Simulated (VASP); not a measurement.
Given:

```
PbF2
1.0
    0.00000     2.92070     2.92070
    2.92070     0.00000     2.92070
    2.92070     2.92070     0.00000
Pb F
1 2
Cartesian
  0.00000   0.00000   0.00000
  1.46035   1.46035   1.46035
  4.38104   4.38104   4.38104
```

Computed with SCAN meta-GGA, VASP's PBE PAW potentials (set 64) (plane waves; VASP). Settings: 520 eV cut-off, 7×7×7 Γ-centred mesh, Gaussian smearing of 0.050 eV, potentials Pb_d F.

**Question.** Give the stress tensor in GPa (positive for a compressed cell).

**Answer.** 
```
2.71  0.00  0.00
0.00  2.71  0.00
0.00  0.00  2.71
```
The pressure is its mean diagonal, 2.71 GPa.

The compound is PbF2 in the fluorite structure, the β form. This cell is one point of a volume scan, at 0.97 of the reference volume.
